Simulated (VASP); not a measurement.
# Ta2Rh3: core-level shifts, part 3 of 3

Which atoms of Ta2Rh3 bind their core electrons more tightly, and does the hole change the order?

VASP 6.6.1, plane waves and PAW; the level of theory is named at each step.

So far. Step 2 (Relaxation): The forces on the free atoms are under 0.05 eV/Å.

## (4) Core hole, atom Rh4

This step: final-state core hole with the electron kept at the Fermi level, PBE; plane waves and PAW (Rh_pv, Rh_pv, Ta_pv) (VASP 6.6.1).

A core electron of Rh4 (3d) is moved to the Fermi level; this atom comes first in POSCAR as a species of its own.

The input, INCAR:

```
SYSTEM = Ta2Rh3
PREC = Normal
ENCUT = 330
EDIFF = 1E-05
NELM = 120
ISMEAR = 0
SIGMA = 0.1
LREAL = Auto
ALGO = Fast
GGA = PE
NBANDS = 166
LWAVE = .FALSE.
LCHARG = .FALSE.
KPAR = 2
NCORE = 4
ICORELEVEL = 2
CLNT = 1
CLN = 3
CLL = 2
CLZ = 1
ISIF = 0
```

The input, POSCAR:

```
Ta2Rh3
1.0
    5.4164379439      0.0000000000      0.0000000000
    2.7082189719      4.6907728574      0.0000000000
    0.0000000000      0.0000000000     22.8450061240
Rh Rh Ta
1 11 8
Direct
    0.5000000000      0.5000000000      0.7010998374
    0.0000000000      0.0000000000      0.7010998374
    0.5000000000      0.0000000000      0.7010998374
    0.0000000000      0.5000000000      0.7010998374
    0.1666666670      0.1666666670      0.5000000000
    0.6666666670      0.1666666670      0.5000000000
    0.1666666670      0.6666666670      0.5000000000
    0.6666666670      0.6666666670      0.5000000000
    0.8333333330      0.3333333330      0.2989001626
    0.3333333330      0.3333333330      0.2989001626
    0.8333333330      0.8333333330      0.2989001626
    0.3333333330      0.8333333330      0.2989001626
    0.8333333330      0.3333333330      0.6040788024
    0.3333333330      0.3333333330      0.6040788024
    0.8333333330      0.8333333330      0.6040788024
    0.3333333330      0.8333333330      0.6040788024
    0.0000000000      0.0000000000      0.3959211976
    0.5000000000      0.0000000000      0.3959211976
    0.0000000000      0.5000000000      0.3959211976
    0.5000000000      0.5000000000      0.3959211976
```

The input, KPOINTS:

```
Automatic mesh
0
Gamma
4 4 1
0 0 0
```

Potentials, in the order of the species: Rh_pv, Rh_pv and Ta_pv (PBE family, release 64).

Launch:

```console
$ mpirun -np 8 vasp_std
```

Log:

```text
[banner, memory and clock lines left out]
running    8 mpi-ranks, on    1 nodes
 distrk:  each k-point on    4 cores,    2 groups
 distr:  one band on    4 cores,    1 groups

 POSCAR found type information on POSCAR RhRhTa
 POSCAR found :  3 types and      20 ions
 LDA part: xc-table for (Slater+PW92), standard interpolation
 POSCAR, INCAR and KPOINTS ok, starting setup
 FFT: planning ... GRIDC
 FFT: planning ... GRID_SOFT
 FFT: planning ... GRID
 WAVECAR not read
 entering main loop
       N       E                     dE             d eps       ncg     rms          rms(c)
DAV:   1     0.218953449242E+04    0.21895E+04   -0.13766E+05  1640   0.118E+03
DAV:   2    -0.378737057666E+03   -0.25683E+04   -0.24765E+04  1448   0.423E+02
DAV:   3    -0.486667229757E+03   -0.10793E+03   -0.10192E+03  1568   0.855E+01
DAV:   4    -0.490480993261E+03   -0.38138E+01   -0.37515E+01  1608   0.143E+01
DAV:   5    -0.490622434567E+03   -0.14144E+00   -0.14120E+00  1728   0.247E+00    0.824E+01
RMM:   6    -0.495107766376E+03   -0.44853E+01   -0.10386E+02  1457   0.240E+01    0.393E+01
RMM:   7    -0.523465578369E+03   -0.28358E+02   -0.88402E+01  1585   0.213E+01    0.548E+01
RMM:   8    -0.525079037680E+03   -0.16135E+01   -0.58888E+01  1645   0.138E+01    0.508E+01
RMM:   9    -0.488588640054E+03    0.36490E+02   -0.22088E+01  1548   0.891E+00    0.316E+01
RMM:  10    -0.484672056030E+03    0.39166E+01   -0.23861E+01  1654   0.912E+00    0.249E+01
RMM:  11    -0.473857668649E+03    0.10814E+02   -0.51705E+00  1444   0.534E+00    0.123E+01
RMM:  12    -0.473085060834E+03    0.77261E+00   -0.75534E-01  1574   0.156E+00    0.994E+00
RMM:  13    -0.472926776240E+03    0.15828E+00   -0.56813E-01  1631   0.143E+00    0.686E+00
RMM:  14    -0.472386795403E+03    0.53998E+00   -0.83525E-01  1813   0.198E+00    0.339E+00
RMM:  15    -0.472343539042E+03    0.43256E-01   -0.22422E-01  1592   0.101E+00    0.128E+00
RMM:  16    -0.472336972775E+03    0.65663E-02   -0.72034E-02  1559   0.605E-01    0.112E+00
RMM:  17    -0.472322407325E+03    0.14565E-01   -0.22905E-02  1559   0.336E-01    0.511E-01
RMM:  18    -0.472317641366E+03    0.47660E-02   -0.11534E-02  1592   0.218E-01    0.308E-01
RMM:  19    -0.472316496074E+03    0.11453E-02   -0.44837E-03  1677   0.128E-01    0.259E-01
RMM:  20    -0.472315657742E+03    0.83833E-03   -0.24800E-03  1661   0.854E-02    0.188E-01
RMM:  21    -0.472315359468E+03    0.29827E-03   -0.74969E-04  1518   0.559E-02    0.683E-02
RMM:  22    -0.472315328017E+03    0.31451E-04   -0.26335E-04  1405   0.342E-02    0.735E-02
RMM:  23    -0.472315218029E+03    0.10999E-03   -0.21920E-04  1449   0.249E-02    0.751E-02
RMM:  24    -0.472315279125E+03   -0.61096E-04   -0.13441E-04  1390   0.196E-02    0.252E-02
RMM:  25    -0.472315554189E+03   -0.27506E-03   -0.80076E-05  1267   0.135E-02    0.172E-02
RMM:  26    -0.472315798634E+03   -0.24444E-03   -0.39844E-05  1104   0.889E-03    0.259E-02
RMM:  27    -0.472316052354E+03   -0.25372E-03   -0.18695E-05   991   0.665E-03    0.132E-02
RMM:  28    -0.472316210446E+03   -0.15809E-03   -0.72454E-06   864   0.419E-03    0.582E-03
RMM:  29    -0.472316287768E+03   -0.77321E-04   -0.33061E-06   660   0.278E-03    0.395E-03
RMM:  30    -0.472316354365E+03   -0.66597E-04   -0.38401E-06   627   0.267E-03    0.176E-03
RMM:  31    -0.472316368698E+03   -0.14333E-04   -0.12662E-06   518   0.195E-03    0.103E-03
RMM:  32    -0.472316370988E+03   -0.22896E-05   -0.47433E-07   309   0.147E-03
   1 F= -.47231637E+03 E0= -.47225435E+03  d E =-.124051E+00
```

Wall time 58 s (8 MPI ranks of AMD EPYC 7R43, shared host); peak memory 1.2 GiB.

From OUTCAR (step 4):

```text
 Subroutine GETGRP returns: Found  6 space group operations
 (whereof  2 operations were pure point group operations)

The static configuration has the point symmetry C_1h.
 The point group associated with its full space group is C_3v.

 Found      4 irreducible k-points:

   NELECT =     269.0000    total number of electrons

 the core state eigenenergies are
   1-  1s -23076.6226  2s  -3379.2968  2p  -3033.1272  3s   -617.5622  3p   -503.6320
       3d   -323.5776  4s    -79.9182
   2-  1s -23027.6805  2s  -3332.8248  2p  -2985.9139  3s   -590.1065  3p   -476.1022
       3d   -293.9491  4s    -75.5683
   3-  1s -23027.6805  2s  -3332.8248  2p  -2985.9139  3s   -590.1065  3p   -476.1022
       3d   -293.9491  4s    -75.5683
   4-  1s -23027.6805  2s  -3332.8248  2p  -2985.9139  3s   -590.1065  3p   -476.1022
       3d   -293.9491  4s    -75.5683
   5-  1s -23028.0310  2s  -3333.2407  2p  -2986.3250  3s   -590.4958  3p   -476.4915
       3d   -294.3448  4s    -75.8936
   6-  1s -23028.0262  2s  -3333.2331  2p  -2986.3176  3s   -590.4893  3p   -476.4850
       3d   -294.3380  4s    -75.8903
   7-  1s -23028.0262  2s  -3333.2331  2p  -2986.3176  3s   -590.4893  3p   -476.4850
       3d   -294.3380  4s    -75.8903
   8-  1s -23028.0262  2s  -3333.2331  2p  -2986.3176  3s   -590.4893  3p   -476.4850
       3d   -294.3380  4s    -75.8903
   9-  1s -23027.6699  2s  -3332.8248  2p  -2985.9134  3s   -590.0932  3p   -476.0889
       3d   -293.9378  4s    -75.5260
  10-  1s -23027.6699  2s  -3332.8248  2p  -2985.9134  3s   -590.0932  3p   -476.0889
       3d   -293.9378  4s    -75.5260
  11-  1s -23027.6583  2s  -3332.8127  2p  -2985.9014  3s   -590.0816  3p   -476.0773
       3d   -293.9261  4s    -75.5155
  12-  1s -23027.6699  2s  -3332.8248  2p  -2985.9134  3s   -590.0932  3p   -476.0889
       3d   -293.9378  4s    -75.5260
  13-  1s -67334.5376  2s -11560.2969  2p -10127.4730  3s  -2641.8763  3p  -2215.9188
       3d  -1719.6445  4s   -532.0113  4p   -392.3366  4d   -213.7365  4f    -16.4114
       5s    -64.7555
  14-  1s -67334.5376  2s -11560.2969  2p -10127.4730  3s  -2641.8763  3p  -2215.9188
       3d  -1719.6445  4s   -532.0113  4p   -392.3366  4d   -213.7365  4f    -16.4114
       5s    -64.7555
  15-  1s -67334.5113  2s -11560.2742  2p -10127.4501  3s  -2641.8545  3p  -2215.8970
       3d  -1719.6228  4s   -531.9907  4p   -392.3161  4d   -213.7163  4f    -16.3918
       5s    -64.7375
  16-  1s -67334.5376  2s -11560.2969  2p -10127.4730  3s  -2641.8763  3p  -2215.9188
       3d  -1719.6445  4s   -532.0113  4p   -392.3366  4d   -213.7365  4f    -16.4114
       5s    -64.7555
  17-  1s -67334.4378  2s -11560.2004  2p -10127.3763  3s  -2641.7808  3p  -2215.8233
       3d  -1719.5491  4s   -531.9172  4p   -392.2426  4d   -213.6429  4f    -16.3184
       5s    -64.6647
[...]
3d  -1719.5623  4s   -531.9300  4p   -392.2554  4d   -213.6556  4f    -16.3309
       5s    -64.6763

 E-fermi :   2.7313

 k-point     1 :       0.0000    0.0000    0.0000
  band No.  band energies     occupation
    ...
    122       1.9346      2.00000
    123       2.1119      2.00000
    124       2.1119      2.00000
    125       2.2009      2.00000
    126       2.2009      2.00000
    127       3.0126      0.00007
    128       3.0126      0.00007
    129       3.1436      0.00000
    130       3.1733      0.00000
    131       3.2460      0.00000
    ...

 k-point     2 :       0.2500   -0.0000    0.0000
  band No.  band energies     occupation
    ...
    131       2.4390      1.99996
    132       2.6483      1.75962
    133       2.7082      1.25586
    134       2.7408      0.89325
    135       2.7771      0.51736
    136       2.7953      0.36549
    137       2.8481      0.09852
    138       3.0042      0.00011
    139       3.1035      0.00000
    140       3.3494      0.00000
    ...

 POSITION                                       TOTAL-FORCE (eV/Angst)
 -----------------------------------------------------------------------------------
      4.06233      2.34539     16.01663         0.000000     -0.000000      1.202968
      0.00000      0.00000     16.01663         0.138352      0.079878     -0.062619
      2.70822      0.00000     16.01663        -0.138352      0.079878     -0.062619
      1.35411      2.34539     16.01663         0.000000     -0.159755     -0.062619
      1.35411      0.78180     11.42250         0.000000     -0.000000      0.006477
      4.06233      0.78180     11.42250         0.000000     -0.014868      0.039381
      2.70822      3.12718     11.42250        -0.012876      0.007434      0.039381
      5.41644      3.12718     11.42250         0.012876      0.007434      0.039381
      5.41644      1.56359      6.82838        -0.004051      0.002339      0.010733
      2.70822      1.56359      6.82838         0.004051      0.002339      0.010733
      6.77055      3.90898      6.82838         0.000000     -0.000000      0.019449
      4.06233      3.90898      6.82838         0.000000     -0.004678      0.010733
      5.41644      1.56359     13.80018         0.395316     -0.228236     -0.288129
      2.70822      1.56359     13.80018        -0.395316     -0.228236     -0.288129
      6.77055      3.90898     13.80018         0.000000     -0.000000     -0.277197
      4.06233      3.90898     13.80018        -0.000000      0.456472     -0.288129
      0.00000      0.00000      9.04482         0.006467      0.003734     -0.002187
      2.70822      0.00000      9.04482        -0.006467      0.003734     -0.002187
      1.35411      2.34539      9.04482         0.000000     -0.007467     -0.002187
      4.06233      2.34539      9.04482         0.000000     -0.000000     -0.043236
 -----------------------------------------------------------------------------------
    total drift:                                0.000002      0.000001      0.001911

  FREE ENERGIE OF THE ION-ELECTRON SYSTEM (eV)
  ---------------------------------------------------
  free  energy   TOTEN  =      -472.3163709876 eV

  energy  without entropy=     -472.1923197338  energy(sigma->0) =     -472.25434536

[... 6 parts as in an earlier step ...]

[... 3 further parts left out ...]
```

This run has no spin polarisation.

This step gave:

```
free energy (TOTEN)     : -472.3164 eV
energy at zero smearing : -472.2543 eV
Fermi energy            : 2.731 eV
```

This is the reference for holes on Rh.

## (5) Core hole, atom Rh3

The same hole on the next atom.

INCAR is that of step 4.

Changes to POSCAR since step 4:

```diff
@@ -8,6 +8,6 @@
 Direct
-    0.5000000000      0.5000000000      0.7010998374
+    0.0000000000      0.5000000000      0.7010998374
     0.0000000000      0.0000000000      0.7010998374
     0.5000000000      0.0000000000      0.7010998374
-    0.0000000000      0.5000000000      0.7010998374
+    0.5000000000      0.5000000000      0.7010998374
     0.1666666670      0.1666666670      0.5000000000
```

KPOINTS is that of step 4.

Launch:

```console
$ mpirun -np 8 vasp_std
```

Log:

```text
[... set-up lines as in an earlier step ...]
 entering main loop
       N       E                     dE             d eps       ncg     rms          rms(c)
DAV:   1     0.217931927671E+04    0.21793E+04   -0.13778E+05  1656   0.118E+03
DAV:   2    -0.379142780737E+03   -0.25585E+04   -0.24661E+04  1448   0.422E+02
DAV:   3    -0.486818954186E+03   -0.10768E+03   -0.10168E+03  1592   0.853E+01
DAV:   4    -0.490477427342E+03   -0.36585E+01   -0.35952E+01  1600   0.141E+01
[...]
RMM:  30    -0.472316348154E+03   -0.53452E-04   -0.27871E-06   613   0.247E-03    0.254E-03
RMM:  31    -0.472316368440E+03   -0.20286E-04   -0.17731E-06   535   0.209E-03    0.935E-04
RMM:  32    -0.472316370427E+03   -0.19876E-05   -0.44862E-07   294   0.145E-03
   1 F= -.47231637E+03 E0= -.47225435E+03  d E =-.124049E+00
```

Elapsed: 53 s, on 8 MPI ranks; peak memory 1.2 GiB; 6.9 min of CPU time.

Parts of OUTCAR (step 5):

```text
 POSITION                                       TOTAL-FORCE (eV/Angst)
 -----------------------------------------------------------------------------------
      1.35411      2.34539     16.01663         0.000000      0.000000      1.202992
      0.00000      0.00000     16.01663        -0.138358      0.079881     -0.062568
      2.70822      0.00000     16.01663         0.138358      0.079881     -0.062568
      4.06233      2.34539     16.01663         0.000000     -0.159763     -0.062568
      1.35411      0.78180     11.42250         0.000000     -0.014832      0.039283
      4.06233      0.78180     11.42250         0.000000     -0.000000      0.006438
      2.70822      3.12718     11.42250         0.012845      0.007416      0.039283
      5.41644      3.12718     11.42250        -0.012845      0.007416      0.039283
      5.41644      1.56359      6.82838         0.004036      0.002330      0.010710
      2.70822      1.56359      6.82838        -0.004036      0.002330      0.010710
      6.77055      3.90898      6.82838         0.000000     -0.004660      0.010710
      4.06233      3.90898      6.82838         0.000000      0.000000      0.019474
      5.41644      1.56359     13.80018        -0.395304     -0.228229     -0.288160
      2.70822      1.56359     13.80018         0.395304     -0.228229     -0.288160
[...]
-----------------------------------------------------------------------------------
    total drift:                                0.000002      0.000001      0.002133

  FREE ENERGIE OF THE ION-ELECTRON SYSTEM (eV)
  ---------------------------------------------------
  free  energy   TOTEN  =      -472.3163704274 eV

  energy  without entropy=     -472.1923212572  energy(sigma->0) =     -472.25434584

[... 2 parts as in an earlier step ...]

[... 1 further part left out ...]
[key lines of the parts left out:]
E-fermi :   2.7313
```

Against the hole on Rh4 the energy differs by +0.00 eV.

## (6) Core hole, atom Rh5

The same hole on the next atom.

INCAR is that of step 5.

Changes to POSCAR since step 5:

```diff
@@ -8,7 +8,7 @@
 Direct
-    0.0000000000      0.5000000000      0.7010998374
+    0.1666666670      0.1666666670      0.5000000000
     0.0000000000      0.0000000000      0.7010998374
     0.5000000000      0.0000000000      0.7010998374
+    0.0000000000      0.5000000000      0.7010998374
     0.5000000000      0.5000000000      0.7010998374
-    0.1666666670      0.1666666670      0.5000000000
     0.6666666670      0.1666666670      0.5000000000
```

KPOINTS is that of step 5.

Launch:

```console
$ mpirun -np 8 vasp_std
```

Log:

```text
[... set-up lines as in an earlier step ...]
 entering main loop
       N       E                     dE             d eps       ncg     rms          rms(c)
DAV:   1     0.218220018935E+04    0.21822E+04   -0.13775E+05  1648   0.118E+03
DAV:   2    -0.377105419681E+03   -0.25593E+04   -0.24683E+04  1440   0.423E+02
DAV:   3    -0.486213162631E+03   -0.10911E+03   -0.10261E+03  1600   0.855E+01
DAV:   4    -0.490045399377E+03   -0.38322E+01   -0.37640E+01  1600   0.142E+01
[...]
RMM:  28    -0.472094820686E+03   -0.81139E-04   -0.11061E-05   890   0.608E-03    0.710E-03
RMM:  29    -0.472094866049E+03   -0.45363E-04   -0.49961E-06   764   0.393E-03    0.546E-03
RMM:  30    -0.472094874932E+03   -0.88832E-05   -0.15499E-06   544   0.232E-03
   1 F= -.47209487E+03 E0= -.47205164E+03  d E =-.864639E-01
```

Elapsed: 50 s, on 8 MPI ranks; peak memory 1.2 GiB; 6.5 min of CPU time.

Parts of OUTCAR (step 6):

```text
 POSITION                                       TOTAL-FORCE (eV/Angst)
 -----------------------------------------------------------------------------------
      1.35411      0.78180     11.42250        -0.000000      0.000000      0.000000
      0.00000      0.00000     16.01663        -0.003412     -0.001970     -0.023461
      2.70822      0.00000     16.01663         0.003412     -0.001970     -0.023461
      1.35411      2.34539     16.01663        -0.000000      0.003940     -0.023461
      4.06233      2.34539     16.01663        -0.000000      0.000000     -0.014823
      4.06233      0.78180     11.42250        -0.000000      0.000000      0.000000
      2.70822      3.12718     11.42250        -0.000000      0.000000      0.000000
      5.41644      3.12718     11.42250        -0.000000      0.000000      0.000000
      5.41644      1.56359      6.82838        -0.003412      0.001970      0.023461
      2.70822      1.56359      6.82838         0.003412      0.001970      0.023461
      6.77055      3.90898      6.82838        -0.000000      0.000000      0.014823
      4.06233      3.90898      6.82838         0.000000     -0.003940      0.023461
      5.41644      1.56359     13.80018        -0.063999      0.036950      0.078435
      2.70822      1.56359     13.80018         0.063999      0.036950      0.078435
[...]
-----------------------------------------------------------------------------------
    total drift:                                0.000040      0.000023      0.000000

  FREE ENERGIE OF THE ION-ELECTRON SYSTEM (eV)
  ---------------------------------------------------
  free  energy   TOTEN  =      -472.0948749317 eV

  energy  without entropy=     -472.0084110306  energy(sigma->0) =     -472.05164298

[... 2 parts as in an earlier step ...]

[... 1 further part left out ...]
[key lines of the parts left out:]
E-fermi :   2.6706
```

Against the hole on Rh4 the energy differs by +0.20 eV.

## (7) Summary

This step: core-level shifts, PBE; plane waves and PAW (VASP 6.6.1).

Derived from the runs above.

A positive shift is a higher binding energy. Cost is wall time times ranks on a shared host. Core-level shifts:

```csv
atom,region,shell,Kohn-Sham level below the Fermi level (eV),initial-state shift (eV),final-state shift (eV),shifts are from,cost (core minutes)
Rh4,layer 1,3d,296.7,0,0,Rh4,7.73
Rh3,layer 1,3d,296.7,0,-4.80e-7,Rh4,7.07
Rh5,layer 3,3d,297.1,0.37,0.2027,Rh4,6.67
```

## (8) Summary of results

```yaml
rh5_3d_layer_3_from_rh4: initial state +0.37 eV, final state +0.20 eV
```

In words: Against Rh4, Rh5 is shifted by +0.37 eV in the initial state and by +0.20 eV with the hole (energies extrapolated to zero smearing). Rh3 has the level of the reference atom in both states, as equivalent sites do. Only these atoms were given a hole, so other sites aren't ranked. The difference of the two pictures holds the screening of the hole, but also the cell's limits: holes repeat 5.4 Å apart, and the electron from the core stays in the cell, where it moves the Fermi energy by -0.04 to +0.02 eV, less than the shifts themselves. Cell size, mesh and smearing weren't varied between the hole runs, and no dipole correction was applied to the slab. The other core electrons are frozen, spin-orbit splitting and multiplets are absent, and only shifts between atoms of one element are meaningful. Not tabulated here, as repeats of values shown or as unfit to read for their mesh, reference level or band range: core levels (core hole).

[Lines on the potential files, build, host, timing and source positions are cut from VASP's logs without a mark.]

[Logs are printed without paths, hosts, clocks, repeated set-up lines and the standing remarks that a program may print on its own settings, such as how far it seeks lower states.]

[Hosts, paths, dates, database ids (printed as entryN), source tags and the programs' standing remarks are cut or masked in the printed files.]
